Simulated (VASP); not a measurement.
# TiO2 (Rutile) with LDA: from relaxation to properties, part 3 of 7

Aim: relax TiO2 (Rutile) with LDA, compute its properties on that cell and hold them against experiment. The start is a cell from a database of measured crystal structures.

VASP 6.6.1, plane waves and PAW; the level of theory is named at each step.

So far. Step 3 (Second relaxation): It ends with a largest force of 0.001 eV/Å and a pressure of 0.15 GPa. The volume moved by under 0.01 %: the run met its threshold at the first step. Step 4 (Single point with fields (LDA)): In this run the pressure is 0.10 GPa, small enough to go on. The relaxed cell has a = 4.554, c = 2.922 Å (conventional setting).

## Step 5: Bands along the symmetry lines (LDA)

Level of this step: LDA; plane waves and PAW (Ti_sv, O) (VASP).

Levels along the symmetry lines show where the bands peak and cross; KPOINTS_OPT computes them in the converged potential.

INCAR

```
SYSTEM = TiO2
PREC = Accurate
ENCUT = 520
EDIFF = 1E-06
NELM = 100
ISMEAR = 0
SIGMA = 0.05
LREAL = .FALSE.
ALGO = Normal
GGA = CA
NBANDS = 40
LASPH = .TRUE.
LORBIT = 11
LWAVE = .FALSE.
LCHARG = .FALSE.
KPAR = 4
```

POSCAR

```
TiO2
1.0
    4.5538770754      0.0000000000      0.0000000000
    0.0000000000      4.5538770754      0.0000000000
    0.0000000000      0.0000000000      2.9223175183
Ti O
2 4
Direct
    0.0000000000      0.0000000000      0.0000000000
    0.5000000000      0.5000000000      0.5000000000
    0.3038648979      0.3038648979      0.0000000000
    0.1961351021      0.8038648979      0.5000000000
    0.6961351021      0.6961351021      0.0000000000
    0.8038648979      0.1961351021      0.5000000000
```

KPOINTS

```
Automatic mesh
0
Gamma
5 5 8
0 0 0
```

KPOINTS_OPT

```
Line mode
16
Line-mode
Reciprocal
  0.00000000   0.00000000   0.00000000 GAMMA
  0.00000000   0.50000000   0.00000000 X

  0.00000000   0.50000000   0.00000000 X
  0.50000000   0.50000000   0.00000000 M

  0.50000000   0.50000000   0.00000000 M
  0.00000000   0.00000000   0.00000000 GAMMA

  0.00000000   0.00000000   0.00000000 GAMMA
  0.00000000   0.00000000   0.50000000 Z

  0.00000000   0.00000000   0.50000000 Z
  0.00000000   0.50000000   0.50000000 R

  0.00000000   0.50000000   0.50000000 R
  0.50000000   0.50000000   0.50000000 A

  0.50000000   0.50000000   0.50000000 A
  0.00000000   0.00000000   0.50000000 Z

  0.00000000   0.50000000   0.00000000 X
  0.00000000   0.50000000   0.50000000 R

  0.50000000   0.50000000   0.00000000 M
  0.50000000   0.50000000   0.50000000 A
```

PAW data sets: Ti_sv and O (LDA family, release 64).

Command:

```console
mpirun -np 4 vasp_std
```

Log:

```text
[... set-up lines as in an earlier step ...]
 entering main loop
       N       E                     dE             d eps       ncg     rms          rms(c)
DAV:   1     0.614209313414E+03    0.61421E+03   -0.23100E+04  2400   0.142E+03
DAV:   2     0.533026545834E+01   -0.60888E+03   -0.55126E+03  2512   0.438E+02
DAV:   3    -0.710206428442E+02   -0.76351E+02   -0.74786E+02  3112   0.156E+02
DAV:   4    -0.754393386004E+02   -0.44187E+01   -0.43998E+01  3528   0.321E+01
DAV:   5    -0.755698594819E+02   -0.13052E+00   -0.13051E+00  2936   0.450E+00    0.319E+01
DAV:   6    -0.596936833642E+02    0.15876E+02   -0.37521E+01  3184   0.731E+01    0.117E+01
DAV:   7    -0.591115691208E+02    0.58211E+00   -0.71296E+00  2840   0.270E+01    0.987E+00
DAV:   8    -0.588549634936E+02    0.25661E+00   -0.44972E-01  2936   0.628E+00    0.583E+00
DAV:   9    -0.588976245023E+02   -0.42661E-01   -0.40577E-01  3592   0.813E+00    0.323E+00
DAV:  10    -0.588130423563E+02    0.84582E-01   -0.12707E-01  3136   0.375E+00    0.198E+00
DAV:  11    -0.587796262391E+02    0.33416E-01   -0.50063E-02  2976   0.308E+00    0.334E-01
DAV:  12    -0.587793203590E+02    0.30588E-03   -0.64737E-03  2896   0.638E-01    0.242E-01
DAV:  13    -0.587791035133E+02    0.21685E-03   -0.31541E-04  3088   0.145E-01    0.126E-01
DAV:  14    -0.587789219895E+02    0.18152E-03   -0.49244E-04  2840   0.114E-01    0.442E-02
DAV:  15    -0.587789215682E+02    0.42130E-06   -0.40231E-05  2856   0.345E-02    0.325E-02
DAV:  16    -0.587789125952E+02    0.89730E-05   -0.82903E-06  3352   0.353E-02    0.686E-03
DAV:  17    -0.587789122787E+02    0.31647E-06   -0.14255E-06  2112   0.111E-02
   1 F= -.58778912E+02 E0= -.58778912E+02  d E =-.160873E-30
 Start KPOINTS_OPT (optional k-point list driver)
k-point batch [1-30\144]
       N       E                     dE             ncg
DAV:   1     0.177424900278E+04   -0.17662E+05     2400
DAV:   2    -0.153811811758E+05   -0.17155E+05     2536
DAV:   3    -0.174725879184E+05   -0.20914E+04     3256
DAV:   4    -0.176104855135E+05   -0.13790E+03     3384
DAV:   5    -0.176138172144E+05   -0.33317E+01     2872
DAV:   6    -0.176138921858E+05   -0.74971E-01     3056
DAV:   7    -0.176138937896E+05   -0.16039E-02     2856
DAV:   8    -0.176138938249E+05   -0.35216E-04     2520
DAV:   9    -0.176138938252E+05   -0.30252E-06     1704
[...]
k-point batch [121-144\144]
       N       E                     dE             ncg
DAV:   1     0.730384004472E+04   -0.39432E+05     1920
DAV:   2    -0.622712596088E+04   -0.13531E+05     2008
DAV:   3    -0.788923980262E+04   -0.16621E+04     2560
DAV:   4    -0.799239657292E+04   -0.10316E+03     2744
DAV:   5    -0.799499449406E+04   -0.25979E+01     2272
DAV:   6    -0.799501946589E+04   -0.24972E-01     2488
DAV:   7    -0.799502001993E+04   -0.55404E-03     2328
DAV:   8    -0.799502002642E+04   -0.64863E-05     1928
DAV:   9    -0.799502002662E+04   -0.20481E-06     1360
```

It took 28 s on 4 MPI ranks of Intel Xeon 6975P-C (Granite Rapids), shared host; peak memory 0.89 GiB.

From OUTCAR (step 5):

```text
   k-points           NKPTS =     30   k-points in BZ     NKDIM =     30   number of bands    NBANDS=     40

   NELECT =      48.0000    total number of electrons

 E-fermi :   5.2713

 k-point     1 :       0.0000    0.0000    0.0000
  band No.  band energies     occupation
    ...
     20       2.8607      2.00000
     21       4.1786      2.00000
     22       4.4016      2.00000
     23       4.4016      2.00000
     24       4.8775      2.00000
     25       6.6914      0.00000
     26       6.9719      0.00000
     27       7.2760      0.00000
     28       7.3901      0.00000
     29       7.3901      0.00000
    ...

  Total        0.0422873      0.0422873      0.0496888      0.0000000      0.0000000      0.0000000
  in kB        1.1179713      1.1179713      1.3136478      0.0000000      0.0000000      0.0000000
  external PRESSURE =       1.1831968 kB  Pullay stress =       0.0000000 kB

 POSITION                                       TOTAL-FORCE (eV/Angst)
 -----------------------------------------------------------------------------------
      0.00000      0.00000      0.00000         0.000000     -0.000000      0.000000
      2.27694      2.27694      1.46116         0.000000     -0.000000      0.000000
      1.38376      1.38376      0.00000        -0.000687     -0.000687     -0.000000
      0.89318      3.66070      1.46116         0.000687     -0.000687      0.000000
      3.17011      3.17011      0.00000         0.000687      0.000687      0.000000
      3.66070      0.89318      1.46116        -0.000687      0.000687      0.000000
 -----------------------------------------------------------------------------------
    total drift:                                0.000000      0.000000      0.000000

  FREE ENERGIE OF THE ION-ELECTRON SYSTEM (eV)
  ---------------------------------------------------
  free  energy   TOTEN  =       -58.7789122787 eV

  energy  without entropy=      -58.7789122787  energy(sigma->0) =      -58.77891228

[... 9 parts as in an earlier step ...]

[... 7 further parts left out ...]
```

Numbers from this step:

| Quantity | Value |
| --- | --- |
| electronic steps | 17 |
| bands | 40 |
| Fermi energy | 5.271 eV |
| pressure | 0.1183 GPa |
| least gap on mesh and path | 1.814 eV |
| least direct gap on mesh and path | 1.814 eV |

Electronic bands along the path, in eV, zero at the valence-band top; v1 is the highest filled band, c1 the lowest empty one:

```tsv
point	v4	v3	v2	v1	c1	c2	c3	c4
Γ	-0.70	-0.48	-0.48	0.00	1.81	2.09	2.40	2.51
0.53 of the way	-1.63	-1.13	-0.89	-0.28	2.16	2.47	2.79	2.87
X	-1.69	-1.69	-0.78	-0.78	2.52	2.52	3.09	3.09
0.53 of the way	-1.49	-1.49	-1.19	-1.19	2.21	2.21	2.78	2.78
M	-1.32	-1.32	-1.11	-1.11	1.85	1.85	2.54	2.54
0.47 of the way	-1.84	-1.27	-1.18	-0.49	1.89	2.53	2.55	3.09
Γ	-0.70	-0.48	-0.48	0.00	1.81	2.09	2.40	2.51
0.53 of the way	-1.78	-1.67	-1.67	-0.61	2.23	2.59	2.95	3.25
Z	-2.57	-2.57	-1.47	-1.47	3.03	3.03	3.26	3.26
0.53 of the way	-1.86	-1.86	-1.70	-1.70	2.40	2.40	3.28	3.28
R	-2.15	-2.15	-1.10	-1.10	1.85	1.85	3.28	3.28
0.53 of the way	-1.59	-1.59	-0.89	-0.89	2.17	2.17	3.30	3.30
A	-1.38	-1.38	-0.68	-0.68	2.61	2.61	3.23	3.23
0.53 of the way	-2.06	-1.72	-1.46	-1.38	2.13	2.84	3.25	3.28
Z	-2.57	-2.57	-1.47	-1.47	3.03	3.03	3.26	3.26
jump to X	-1.69	-1.69	-0.78	-0.78	2.52	2.52	3.09	3.09
0.47 of the way	-2.10	-2.10	-0.85	-0.85	2.61	2.61	3.23	3.23
R	-2.15	-2.15	-1.10	-1.10	1.85	1.85	3.28	3.28
jump to M	-1.32	-1.32	-1.11	-1.11	1.85	1.85	2.54	2.54
0.53 of the way	-1.88	-1.88	-1.30	-1.30	2.77	2.77	2.93	2.93
A	-1.38	-1.38	-0.68	-0.68	2.61	2.61	3.23	3.23
```

Of the projections kept (Ti, O), the largest for each band there; the rest of the weight can lie on other orbitals:

```tsv
point	v4	v3	v2	v1	c1	c2	c3	c4
Γ	O 0.96	O 0.99	O 0.99	O 0.95	Ti 0.98	Ti 0.90	Ti 0.96	Ti 1.00
X	O 0.83	O 0.83	O 0.96	O 0.96	Ti 0.87	Ti 0.87	Ti 0.91	Ti 0.91
M	O 0.93	O 0.93	O 0.94	O 0.94	Ti 0.96	Ti 0.96	Ti 1.00	Ti 1.00
Γ	O 0.96	O 0.99	O 0.99	O 0.95	Ti 0.98	Ti 0.90	Ti 0.96	Ti 1.00
Z	O 0.82	O 0.82	O 0.87	O 0.87	Ti 0.84	Ti 0.84	Ti 0.95	Ti 0.95
R	O 0.74	O 0.74	O 0.99	O 0.99	Ti 0.98	Ti 0.98	Ti 0.96	Ti 0.96
```

The path finds the gap of the mesh within 0.02 eV, so the mesh comes close to both band edges.

## Step 6: Density of states (LDA)

A density of states needs more k-points than a total energy; ISMEAR = -5 takes tetrahedra, and LORBIT projects the states on the PAW spheres. The mesh is finer than in the run before.

INCAR: that of step 5 with these lines changed.

```diff
@@ -5,3 +5,3 @@
 NELM = 100
-ISMEAR = 0
+ISMEAR = -5
 SIGMA = 0.05
@@ -16 +16,2 @@
 KPAR = 4
+NEDOS = 2001
```

POSCAR is that of step 5.

KPOINTS

```
Automatic mesh
0
Gamma
7 7 11
0 0 0
```

Command:

```console
mpirun -np 4 vasp_std
```

Log:

```text
[... set-up lines as in an earlier step ...]
 entering main loop
       N       E                     dE             d eps       ncg     rms          rms(c)
DAV:   1     0.614685765935E+03    0.61469E+03   -0.22980E+04  4808   0.142E+03
DAV:   2     0.617626472155E+01   -0.60851E+03   -0.55098E+03  5000   0.444E+02
DAV:   3    -0.709129923437E+02   -0.77089E+02   -0.75477E+02  6144   0.156E+02
DAV:   4    -0.754470539456E+02   -0.45341E+01   -0.45135E+01  7008   0.328E+01
DAV:   5    -0.755704039126E+02   -0.12335E+00   -0.12334E+00  5872   0.444E+00    0.319E+01
DAV:   6    -0.596968312370E+02    0.15874E+02   -0.37491E+01  6368   0.731E+01    0.117E+01
DAV:   7    -0.591129787994E+02    0.58385E+00   -0.71241E+00  5688   0.270E+01    0.989E+00
DAV:   8    -0.588582291116E+02    0.25475E+00   -0.45272E-01  5840   0.625E+00    0.587E+00
DAV:   9    -0.588982217365E+02   -0.39993E-01   -0.40673E-01  7384   0.820E+00    0.323E+00
DAV:  10    -0.588144776848E+02    0.83744E-01   -0.12631E-01  6144   0.369E+00    0.200E+00
DAV:  11    -0.587796191322E+02    0.34859E-01   -0.50532E-02  5968   0.313E+00    0.331E-01
DAV:  12    -0.587794597246E+02    0.15941E-03   -0.65551E-03  5752   0.625E-01    0.254E-01
DAV:  13    -0.587792202611E+02    0.23946E-03   -0.31707E-04  6248   0.148E-01    0.131E-01
DAV:  14    -0.587790322874E+02    0.18797E-03   -0.51297E-04  5640   0.116E-01    0.449E-02
DAV:  15    -0.587790297919E+02    0.24955E-05   -0.39778E-05  5992   0.345E-02    0.321E-02
DAV:  16    -0.587790226105E+02    0.71813E-05   -0.58911E-06  6152   0.290E-02    0.856E-03
DAV:  17    -0.587790218411E+02    0.76941E-06   -0.15817E-06  4400   0.142E-02
   1 F= -.58779022E+02 E0= -.58779022E+02  d E =0.000000E+00
```

Elapsed: 19 s, on 4 MPI ranks; peak memory 0.87 GiB.

From OUTCAR (step 6):

```text
   k-points           NKPTS =     60   k-points in BZ     NKDIM =     60   number of bands    NBANDS=     40

   NELECT =      48.0000    total number of electrons

 E-fermi :   4.8985

 k-point     2 :       0.1429    0.0000    0.0000
  band No.  band energies     occupation
    ...
     20       2.8657      2.00000
     21       4.0086      2.00000
     22       4.0347      2.00000
     23       4.2189      2.00000
     24       4.8023      2.00000
     25       6.8157      0.00000
     26       7.1340      0.00000
     27       7.4408      0.00000
     28       7.4801      0.00000
     29       7.5188      0.00000
    ...

  Total        0.0432084      0.0432084      0.0489601     -0.0000000      0.0000000      0.0000000
  in kB        1.1423230      1.1423230      1.2943840     -0.0000000      0.0000000      0.0000000
  external PRESSURE =       1.1930100 kB  Pullay stress =       0.0000000 kB

 POSITION                                       TOTAL-FORCE (eV/Angst)
 -----------------------------------------------------------------------------------
      0.00000      0.00000      0.00000         0.000000      0.000000      0.000000
      2.27694      2.27694      1.46116         0.000000      0.000000      0.000000
      1.38376      1.38376      0.00000        -0.000798     -0.000798      0.000000
      0.89318      3.66070      1.46116         0.000798     -0.000798      0.000000
      3.17011      3.17011      0.00000         0.000798      0.000798      0.000000
      3.66070      0.89318      1.46116        -0.000798      0.000798      0.000000
 -----------------------------------------------------------------------------------
    total drift:                                0.000000      0.000000      0.000000

  FREE ENERGIE OF THE ION-ELECTRON SYSTEM (eV)
  ---------------------------------------------------
  free  energy   TOTEN  =       -58.7790218411 eV

  energy  without entropy=      -58.7790218411  energy(sigma->0) =      -58.77902184

[... 9 parts as in an earlier step ...]

[... 7 further parts left out ...]
```

This step gave:

```
irreducible k points : 60
free energy (TOTEN)  : -58.7790 eV
Fermi energy         : 4.899 eV
pressure             : 0.1193 GPa
```

The density of states has structure finer than the step of the table below, so its rows give means over 1 eV, whole bins alone (the curve runs from -12.0 to 5.2 eV). Peaks (eV: height): total -5.0: 6.99, -4.3: 7.92, 2.7: 7.39, 3.3: 9.91; O p -4.3: 4.10, -2.5: 4.04, -1.8: 4.28, -0.9: 3.85; Ti d -4.3: 1.92, 2.7: 5.93, 3.3: 8.41, 3.9: 4.32; Ti p -4.5: 0.233, -4.3: 0.212, -2.5: 0.362, -1.8: 0.207; Ti s -5.0: 0.225, -4.5: 0.145, -3.8: 0.120, -3.2: 0.0952.

States under -12.0 eV and over 5.2 eV are left out. The density of states by energy, zero at the valence-band top; means over each step; values in states/eV/cell:

```tsv
energy (eV)	total	O p	Ti d	Ti p	Ti s	O s
-7	0	0	0	0	0	0
-6	0.366	0.175	0.0764	0.00427	0.0259	0.00223
-5	4.92	2.36	0.915	0.140	0.143	0.0147
-4	4.52	2.37	0.990	0.106	0.0808	0.0194
-3	4.44	2.59	0.528	0.182	0.0774	0.0331
-2	5.41	3.40	0.537	0.207	0.0376	0.0187
-1	4.02	2.81	0.220	0.0727	0.0119	0.0104
0	0.294	0.221	0.00703	9.2e-4	7.5e-5	5.7e-4
1	0	0	0	0	0	0
2	2.34	0.154	1.89	0.0101	0.0134	0.00334
3	6.76	0.688	5.43	0.0363	0.0245	0.0112
4	2.84	0.510	2.09	0.00625	0.00320	0.00346
```

The gap on this mesh is 1.81 eV. In the top eV of the valence band the largest shares in the PAW spheres are O p 72 %; in the lowest eV of the conduction band, Ti d 80 % and O p 8 %. The rest lies in smaller channels or between the spheres.

[end of part 3 of 7]

[Lines on the potential files, build, host, timing and source positions are cut from VASP's logs without a mark.]

[Logs are printed without paths, hosts, clocks, repeated set-up lines and the standing remarks that a program may print on its own settings, such as how far it seeks lower states.]

[Hosts, paths, dates, database ids (printed as entryN), source tags and the programs' standing remarks are cut or masked in the printed files.]

[A measured line is paired with the nearest computed mode of its activity, which favours agreement.]
